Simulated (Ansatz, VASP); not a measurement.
**Cross-check of AlBAs2 (CuAu-ordered zincblende type (invented)) between VASP and Ansatz**

One calculation is typed for both programs; each brings its own data sets. How far apart do they land? The cell is generated by rule, not measured, and may not be a known phase. The cell is taken from a series of runs on this material, whose earlier steps may have relaxed, scaled, displaced or heated it; both programs get it as it stands.

Program: Ansatz 0.2.0. Level of theory: plane waves, with VASP 6.6.1 beside it; zone-centre phonons at LDA. Results are calculated unless marked as measured.

### 1. Set-up

The structure is tetragonal, space group P-4m2 (No. 115). The conventional cell has a = 3.612 Å, b = 3.612 Å, c = 5.378 Å, α = 90.00°, β = 90.00°, γ = 90.00°. B has 4 As at 2.13 Å nearest. Nearest to Al lie 4 As at 2.38 Å. As has 2 B at 2.13 Å and 2 Al at 2.38 Å nearest. Farther neighbours are not listed.

### 2. Ansatz: zone-centre phonons, LDA

Ansatz runs on its default PAW (the set named soft_2) files.

Second derivatives magnify differences that forces hide, and they need a tight electronic threshold.

File input.yaml:

```yaml
crystal:
  lattice:
    - [3.6115566226, 0.0, 0.0]
    - [0.0, 3.6115566226, 0.0]
    - [0.0, 0.0, 5.3784622548]
  atoms:
    - { symbol: B, position: [0.0, 0.0, 0.0] }
    - { symbol: Al, position: [0.5, 0.5, 0.5] }
    - { symbol: As, position: [0.0, 0.5, 0.2106232952] }
    - { symbol: As, position: [0.5, 0.0, 0.7893767048] }
kpoints:
  mp_grid: { grid: [10, 10, 8] }
hamiltonian:
  xc: lda
scf:
  occupations: { method: fixed }
output:
  eigenvalues: true
phonons:
  method: dfpt
  dielectric: true
  rigid_motions: translations
```

On the command line:

```console
$ ansatz run input.yaml --threads 2 --pin off --max-ram 5120MiB --backend cpu --events-out ev --progress --plain --runs-dir out
```

Numbers of over 12 decimals in the logs are rounded to 6 here.

The program printed:

```text
Engine: ansatz 0.2.0, aarch64-unknown-linux-gnu
Pseudopotentials: kind: paw
Pseudopotential: B, paw, valence charge 3, recommended cutoff 420 eV (normal), B.paw.azcp
Pseudopotential: Al, paw, valence charge 3, recommended cutoff 420 eV (normal), Al.paw.azcp
Pseudopotential: As, paw, valence charge 15, recommended cutoff 420 eV (normal), As.paw.azcp
Functional definition: SPW92
  exchange = slater_x
  correlation = pw_c
Crystal: 4 atoms, lattice volume = 70.153 Å³
Basis set: ecut = 420 eV, 1377 PW (Γ), exchange–correlation on 50×50×72 points (8 copies of the dense FFT grid, shifted against one another)
Bands: 22, of which v1, the nominal top of the filled ones, is band 18 counted from 1 (17 counted from 0)
Symmetry: 8 space group operations
k-points: 404 of 800 (irreducible under 1 space group operation, time reversal used)
Non-local potential: B, projectors of the file, l = 0: 2, l = 1: 2, l = 2: 1
Non-local potential: Al, projectors of the file, l = 0: 2, l = 1: 2, l = 2: 1
Non-local potential: As, projectors of the file, l = 0: 2, l = 1: 2, l = 2: 3, l = 3: 1
PAW form: soft (Blöchl's): semilocal exchange-correlation on the pseudo side does not see the compensation charge
PAW frozen core: B, regenerated for the run's functional, and the local potential with it (the file was generated under x = pbe(κ = 0.804, μ = 0.219515), c = pbe(β = 0.066725))
PAW frozen core: Al, regenerated for the run's functional, and the local potential with it (the file was generated under x = pbe(κ = 0.804, μ = 0.219515), c = pbe(β = 0.066725))
PAW frozen core: As, regenerated for the run's functional, and the local potential with it (the file was generated under x = pbe(κ = 0.804, μ = 0.219515), c = pbe(β = 0.066725))
PAW one-centre angular grid: B, 110 points (default); XC on 64 Gauss nodes
PAW one-centre angular grid: Al, 110 points (default); XC on 64 Gauss nodes
PAW one-centre angular grid: As, 590 points (default); XC on 64 Gauss nodes
Initial density: superposition of atomic densities (neutral atoms: chi_scale 0, normalization atom), corrected by the library's trained network
Initial wavefunctions: pseudopotential atomic-orbital guess
Functional: x = slater, c = lda
SCF iter   1: F=—  HF=-10210.137602 eV  |F-HF|=—  |Δ(HF+E_count)|=         —  Δρ=6.26e-3  dr2=3.84e-2  ethr=1.77e-3  ⟨swp⟩=5.0  Hψ=36402  notcnv=0  defer=722
preconditioner: auto → none  [insulator: Δε(μ)=0.588 eV  Ē_g=9.120 eV  n_scr=16 (ndim 8)  ℏωp=17.7 eV  f_vac=0.001  ε∞_Penn≈4.8]
SCF iter   2: F=—  HF=-10210.129730 eV  |F-HF|=—  |Δ(HF+E_count)|=   7.87e-3  Δρ=3.01e-3  dr2=1.46e-2  ethr=1.07e-4  ⟨swp⟩=2.9  Hψ=15679  notcnv=0  defer=808
SCF iter   3: F=—  HF=-10210.126124 eV  |F-HF|=—  |Δ(HF+E_count)|=   3.61e-3  Δρ=1.45e-3  dr2=9.19e-4  ethr=4.05e-5  ⟨swp⟩=2.8  Hψ=12536  notcnv=0  defer=808
SCF iter   4: F=—  HF=-10210.125924 eV  |F-HF|=—  |Δ(HF+E_count)|=   2.00e-4  Δρ=4.82e-4  dr2=1.03e-4  ethr=2.55e-6  ⟨swp⟩=2.8  Hψ=15756  notcnv=0  defer=808
SCF iter   5: F=—  HF=-10210.125905 eV  |F-HF|=—  |Δ(HF+E_count)|=   1.94e-5  Δρ=1.11e-4  dr2=4.32e-6  ethr=2.85e-7  ⟨swp⟩=2.0  Hψ=11858  notcnv=0  defer=707
SCF iter   6: F=—  HF=-10210.125905 eV  |F-HF|=—  |Δ(HF+E_count)|=   2.01e-7  Δρ=1.40e-5  dr2=9.66e-8  ethr=1.20e-8  ⟨swp⟩=1.1  Hψ=9136  notcnv=0  defer=41
SCF iter   7: F=—  HF=-10210.125905 eV  |F-HF|=—  |Δ(HF+E_count)|=   3.77e-8  Δρ=2.22e-6  dr2=1.59e-9  ethr=2.68e-10  ⟨swp⟩=2.0  Hψ=12027  notcnv=0  defer=3
SCF iter   8: F=-10210.125905 eV  HF=-10210.125905 eV  |F-HF|=1.82e-12  |Δ(HF+E_count)|=  4.00e-10  Δρ=5.06e-7  dr2=8.36e-11  ethr=1.00e-12  ⟨swp⟩=7.2  Hψ=50336  notcnv=0
SCF 1 converged in 8 iterations: F = -10210.125905 eV  dr2 = 8.36e-11
  greatest PAW one-centre occupation: 0.999 electrons in one spin orbital (limit 2), on the As atom at site 3 (counted from 0), in its partial waves of l = 2
NSCF: frozen V_eff on 20 k-points
DFPT response loops at Γ: preconditioner auto → Resta (q_TF=auto, 2.441 Å⁻¹)  ε∞=10.5 (no band partly filled); β = 1.00, the filter's whole step (`scf.mixing.beta` (0.50) is not read by the response loops at its default; to damp them type it under 1.00, their step now; it binds the ground state too); Broyden in place of MSR1
── the response to a field inside a basis, on 14×14×10 k-points: an SCF that follows is theirs, and a resumed run solves both again ──
Bands: 19, of which v1, the nominal top of the filled ones, is band 18 counted from 1 (17 counted from 0)
k-points: 140 of 1960 (time reversal used)
Initial density: handed on by an earlier stage of this run
Initial wavefunctions: pseudopotential atomic-orbital guess (no wavefunctions were taken with the density)
Eigensolver: Dense (140 Hₖ)
SCF iter   1: F=—  HF=-10210.120642 eV  |F-HF|=—  |Δ(HF+E_count)|=         —  Δρ=1.07e-4  dr2=3.01e-6  ethr=1.00e-1
preconditioner: auto → none  [insulator: Δε(μ)=0.724 eV  Ē_g=7.731 eV  n_scr=16 (ndim 8)  ℏωp=17.7 eV  f_vac=0.000  ε∞_Penn≈6.3]
SCF iter   2: F=—  HF=-10210.120639 eV  |F-HF|=—  |Δ(HF+E_count)|=   2.44e-6  Δρ=6.11e-5  dr2=1.22e-6  ethr=8.36e-9
SCF iter   3: F=—  HF=-10210.120639 eV  |F-HF|=—  |Δ(HF+E_count)|=   6.42e-8  Δρ=2.35e-5  dr2=3.52e-7  ethr=3.39e-9
SCF iter   4: F=-10210.120639 eV  HF=-10210.120639 eV  |F-HF|=5.55e-8  |Δ(HF+E_count)|=   6.03e-8  Δρ=6.91e-6  dr2=6.95e-8  ethr=9.78e-10
SCF 1 converged in 4 iterations: F = -10210.120639 eV  dr2 = 6.95e-8
DFPT response loops at Γ: preconditioner auto → Resta (q_TF=auto, 2.441 Å⁻¹)  ε∞=9.1 (no band partly filled); β = 1.00, the filter's whole step (`scf.mixing.beta` (0.50) is not read by the response loops at its default; to damp them type it under 1.00, their step now; it binds the ground state too); Broyden in place of MSR1
WARN: field response: ε∞ stands inside a basis, on 14×14×10 points; the force constants stand on the 10×10×8 k-mesh, whose period is 11.12 times the interband length at k = (0.0000, 0.0000, 0.0000), direct gap 0.546 eV, under 14: take them and everything formed from them as unconverged, and compare with a denser kpoints.mp_grid
SCF converged after 8 iterations
Free energy (F): -10210.125905 eV
Harris-Foulkes:  -10210.125905 eV  (|F-HF|=1.82e-12)
Internal energy: -10210.125905 eV  (E = F + TS)
E sigma→0 (E₀):  -10210.125905 eV
Fermi energy:    8.915026 eV
--- Per-component energies (eV) ---
  E_band       = -489.439509
  E_kinetic    = 279.303456
  E_local      = -3922.183277  (includes V_loc(G=0)·N_el)
  E_nonlocal   = -1305.765479
  E_hartree    = 2121.236004
  E_xc         = -229.445387
  E_vxc        = -226.874569  (∫ρ·V_xc dr)
  E_paw        = -4025.197805  (= ΣΔE_a)
  E_vpaw       = 443.608191  (= ΣTr[D̂ρ^β])
  E_aug_tail   = 0.000009  (compensation charges beyond the density's cutoff)
  E_ewald      = -3132.325436
  E_core_change = 4.252011  (= ΣΔE_core)
  E_smearing   = -0.000000  (= −TS)
  E_closure    = 0.000000  (closes the sum)
  Σ components = -10210.125905   (vs F -10210.125905, Δ=0.00e0)
--- Band table (eV; the first three rows and the last of 404) ---
  k-point 0: bands = [... 14 lower, 5.1796, 8.3564, 8.9150, 8.9150, 9.4615, 9.7097, 11.9966, 12.1149]
  k-point 1: bands = [... 14 lower, 5.2166, 7.8256, 8.7249, 8.7249, 9.4932, 9.9717, 11.8795, 12.4379]
  k-point 2: bands = [... 14 lower, 5.3141, 6.8080, 8.3270, 8.3270, 9.6075, 10.3265, 11.7222, 13.1173]
  k-point 403: bands = [... 14 lower, 4.0917, 4.1607, 4.4766, 4.4766, 12.6566, 12.6566, 12.7644, 14.1849]
--- Phonons (Γ-DFPT): 7 representative perturbations + reference, on 404 of 800 k-points (Σ response iterations 21) ---
  k mesh reduced under 1 symmetry operation, with k and −k counted as one. Each operation leaves every solved perturbation unchanged. A smaller set is not considered because the run solves the response to a homogeneous field
  ASR residual: 2.695e-4 → 0.000e0 eV/Å²; symmetrization residual: 2.247e-6 eV/Å²
  ASR residual per site (eV/Å²): 1.91e-4 1.78e-5 2.70e-4 2.70e-4
  Γ frequencies (cm⁻¹): 0.00 0.00 0.00 120.12 120.12 262.71 373.27 373.27 436.73 525.35 525.35 611.22
  ε∞ (high-frequency dielectric tensor):
       11.004246     0.000000     0.000000
        0.000000    11.004246     0.000000
        0.000000     0.000000    11.604221
  ε⁰ (static dielectric tensor: ions relaxed, cell fixed):
       12.188735    -0.000000     0.000000
       -0.000000    12.188735    -0.000000
        0.000000    -0.000000    12.494949
  ε⁰ − ε∞ (ionic part):
        1.184488    -0.000000     0.000000
       -0.000000     1.184488    -0.000000
        0.000000    -0.000000     0.890728
  softest optical mode at Γ: 120.12 cm⁻¹; the repairs (sum rule, projections) moved no ω² at Γ by more than (2.34 cm⁻¹)²
  Born effective charges Z* (e; rows j = field, columns β = displacement):
    site 0:
         1.02316    0.00000   -0.00000
         0.00000    1.02316    0.00000
         0.00000    0.00000    0.50998
    site 1:
         1.62435    0.00000    0.00000
         0.00000    1.62435    0.00000
        -0.00000    0.00000    2.20302
    site 2:
        -1.15700    0.00000    0.00000
         0.00000   -1.49052    0.00000
        -0.00000    0.00000   -1.35650
    site 3:
        -1.49052    0.00000    0.00000
         0.00000   -1.15700    0.00000
        -0.00000    0.00000   -1.35650
  Z* charge neutrality: 9.702e-3 e pre-enforcement
  solved inside a basis spanned on kpoints, on 14×14×10 k-points, its susceptibility summed on 16×16×12: ε∞ is read to err by 4.4e-2, Z* by 2.2e-2 e (field_mesh: kpoints solves on kpoints); Z* is corrected for what the basis lacks
  optical modes at Γ without the LO–TO term, one row a degenerate level:
      ω (cm⁻¹)  modes    IR ((D/Å)²/amu)
        120.12      2             0.3760
        262.71      1             0.0000
        373.27      2             3.5854
[...]
optical modes at Γ + LO–TO along q̂ = [1.0000, 0.0000, 0.0000]:
      ω (cm⁻¹)  modes    IR ((D/Å)²/amu)
[...]
optical modes at Γ + LO–TO along q̂ = [0.0000, 1.0000, 0.0000]:
      ω (cm⁻¹)  modes    IR ((D/Å)²/amu)
[...]
535.09      1             3.8673
        611.22      1             0.5113
  optical modes at Γ + LO–TO along q̂ = [0.0000, 0.0000, 1.0000]:
      ω (cm⁻¹)  modes    IR ((D/Å)²/amu)
        120.12      2             0.3760
        262.71      1             0.0000
        373.27      2             3.5854
        452.30      1             5.2401
        525.35      2             7.2119
        612.41      1             0.5981
```

In the SCF lines HF is the Harris–Foulkes energy and dr2 the Hartree energy of the density residual, in eV; the loop may stop once dr2 is under the threshold and the program's other checks hold. Hψ counts applications of the Hamiltonian.

(Part 1 of 3 ends here.)

[Lines on the potential files, build, host, timing and source positions are cut from VASP's logs without a mark.]

[Logs are printed without paths, hosts, clocks, repeated set-up lines and the standing remarks that a program may print on its own settings, such as how far it seeks lower states.]

[Hosts, paths, dates, database ids (printed as entryN), source tags and the programs' standing remarks are cut or masked in the printed files.]
